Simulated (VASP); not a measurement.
Computed with r2SCAN meta-GGA, VASP's PBE PAW potentials (set 64) (plane waves; VASP 6.6.1).

Input for VASP

POSCAR:
```
Al(111) slab
23.9462730
  0.1175942696   0.0000000000   0.0000000000
 -0.0587971348   0.1018396264   0.0000000000
  0.0000000000   0.0000000000   0.9999999828
Al
4
Cart
  0.0000000000   0.0000000000   0.3532824786
  0.0587971936   0.0339465082   0.4511433819
 -0.0000000588   0.0678931182   0.5488566008
  0.0000000000   0.0000000000   0.6467175042
```

File KPOINTS:
```
Automatic mesh
0
Gamma
11 11 1
0 0 0
```

### INCAR
```
SYSTEM  =  Al(111) slab
PREC  =  Normal; ENCUT  =  400; LREAL  =  .FALSE.
LASPH  =  .TRUE.
EDIFF  =  1E-6; NELM  =  100; NELMIN  =  4
ALGO  =  Normal; LMIXTAU  =  .TRUE.
ISMEAR  =  1; SIGMA  =  0.1
METAGGA  =  R2SCAN
LWAVE  =  .FALSE.; LCHARG  =  .FALSE.; LORBIT  =  11
LVHAR  =  .TRUE.
DIPOL  =  0.5 0.5 0.5
LDIPOL  =  .TRUE.; IDIPOL  =  3
```

POTCAR, in this order: Al (PBE.64 set). Program: vasp_std. Read from the step before: WAVECAR.

Output

**OUTCAR**
```
 ion  position               nearest neighbor table
   1  0.000  0.000  0.353-   2 2.85   2 2.85   2 2.85
   2  0.667  0.333  0.451-   3 2.85   3 2.85   3 2.85   1 2.85   1 2.85   1 2.85
   3  0.333  0.667  0.549-   2 2.85   2 2.85   2 2.85   4 2.85   4 2.85   4 2.85
   4  0.000  0.000  0.647-   3 2.85   3 2.85   3 2.85
  LATTYP: Found a hexagonal cell.
 ALAT       =     2.8159444842
 C/A-ratio  =     8.5038155837
 Subroutine PRICEL returns:
 Original cell was already a primitive cell.
 Subroutine GETGRP returns: Found 12 space group operations
The static configuration has the point symmetry D_3d.
The dynamic configuration has the point symmetry D_3d.
 Subroutine INISYM returns: Found 12 space group operations
 Subroutine IBZKPT returns following result:
 Found     16 irreducible k-points:

 Following reciprocal coordinates:
            Coordinates               Weight
  0.000000  0.000000  0.000000      1.000000
  0.090909  0.000000  0.000000      6.000000
  0.181818 -0.000000  0.000000      6.000000
  0.272727 -0.000000  0.000000      6.000000
  0.363636  0.000000  0.000000      6.000000
  0.454545 -0.000000  0.000000      6.000000
  0.090909  0.090909  0.000000      6.000000
  0.181818  0.090909  0.000000     12.000000
  0.272727  0.090909  0.000000     12.000000
  0.363636  0.090909  0.000000     12.000000
  0.454545  0.090909  0.000000      6.000000
  0.181818  0.181818  0.000000      6.000000
  0.272727  0.181818  0.000000     12.000000
  0.363636  0.181818  0.000000     12.000000
  0.272727  0.272727  0.000000      6.000000
  0.363636  0.272727  0.000000      6.000000
   k-points           NKPTS =     16   k-points in BZ     NKDIM =     16   number of bands    NBANDS=     10
   number of dos      NEDOS =    301   number of ions     NIONS =      4
   total plane-waves  NPLWV =  23520
   dimension x,y,z NGX =    14 NGY =   14 NGZ =  120
   dimension x,y,z NGXF=    28 NGYF=   28 NGZF=  240
...
```

### OSZICAR
```
       N       E                     dE             d eps       ncg     rms          rms(c)
DAV:   1    -0.261187395299E+02   -0.26119E+02   -0.60773E-06   348   0.188E-02    0.132E-03
DAV:   2    -0.261187396814E+02   -0.15153E-06   -0.30332E-06   344   0.108E-02    0.190E-03
DAV:   3    -0.261187395903E+02    0.91100E-07   -0.17042E-07   220   0.440E-03    0.124E-03
DAV:   4    -0.261187404366E+02   -0.84624E-06   -0.69839E-07   280   0.975E-03
   1 F= -.26118740E+02 E0= -.26117956E+02  d E =-.235356E-02
```

OUTCAR:
```
------------------------ aborting loop because EDIFF is reached ----------------------------------------
  FORCE on cell =-STRESS in cart. coord.  units (eV):
  Direction    XX          YY          ZZ          XY          YZ          ZX
  --------------------------------------------------------------------------------------
  Total       -1.7857441     -1.7857441     -0.0872870     -0.0000000      0.0000000      0.0000000
  in kB      -17.3985501    -17.3985507     -0.8504397     -0.0000000      0.0000000      0.0000000
  external PRESSURE =     -11.8825135 kB  Pullay stress =       0.0000000 kB
  volume of cell :      164.44
      direct lattice vectors                 reciprocal lattice vectors
     2.815944484  0.000000000  0.000000000     0.355120637  0.205028993  0.000000000
    -1.407972242  2.438679495  0.000000000     0.000000000  0.410057985  0.000000000
     0.000000000  0.000000000 23.946272588     0.000000000  0.000000000  0.041760153
 POSITION                                       TOTAL-FORCE (eV/Angst)
 -----------------------------------------------------------------------------------
      0.00000      0.00000      8.45980        -0.000000      0.000000      0.015379
      1.40797      0.81289     10.80320         0.000000     -0.000000     -0.017903
     -0.00000      1.62579     13.14307        -0.000000      0.000000      0.017903
      0.00000      0.00000     15.48647        -0.000000      0.000000     -0.015379
 -----------------------------------------------------------------------------------
    total drift:                               -0.000000     -0.000000      0.000000
  FREE ENERGIE OF THE ION-ELECTRON SYSTEM (eV)
  ---------------------------------------------------
  free  energy   TOTEN  =       -26.1187404366 eV

  energy  without entropy=      -26.1163868780  energy(sigma->0) =      -26.11795592

 total charge

# of ion       s       p       d       tot
------------------------------------------
    1        0.438   0.337   0.000   0.774
    2        0.422   0.362   0.000   0.784
    3        0.422   0.362   0.000   0.784
    4        0.438   0.337   0.000   0.774
--------------------------------------------------
tot          1.719   1.398   0.000   3.117
```
(Selected blocks of OUTCAR.)

The cell is a thin slab with vacuum, built from Al (fcc): (111) face.
